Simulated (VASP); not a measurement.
The system is Al2O3.

```xyz
10
Lattice="2.4028 1.3873 4.3714 -2.4028 1.3873 4.3714 0.0000 -2.7746 4.3714" Properties=species:S:1:pos:R:3 pbc="T T T"
Al    0.0000    0.0000    8.4962
Al    0.0000    0.0000   11.1752
Al    0.0000    0.0000    1.9391
Al    0.0000    0.0000    4.6181
O     0.9314   -1.3873    5.4643
O     1.6671    0.1129    7.6500
O    -1.6671   -0.1129    5.4643
O     0.7357    1.5002    5.4643
O    -0.7357   -1.5002    7.6500
O    -0.9314    1.3873    7.6500
```

The cell is a database's computed one.

Program: VASP 6.6.1. Alike in all runs: task band structure; no spin polarisation; cell as given; cutoff (eV) 450; smearing gaussian 0.02 eV. Hardware: 4 MPI ranks on Intel(R) Xeon(R) 6975P-C (Granite Rapids) (shared host).

Question: Order these runs on this cell by their wall time, lowest first.
A. level HSE06; potentials or basis VASP PAW PBE potentials, release 64 (Al, O); k mesh 6 × 6 × 6; grid for exact exchange (PRECFOCK) Fast; screening parameter 0.2 1/A
B. level LDA; potentials or basis VASP PAW LDA potentials, release 64 (Al, O); k mesh 8 × 8 × 8
C. level r2SCAN; potentials or basis VASP PAW PBE potentials, release 64 (Al, O); k mesh 8 × 8 × 8

Answer: B (53 s), C (250 s), A (12000 s).

Runs at the PBE level aren't shown here.
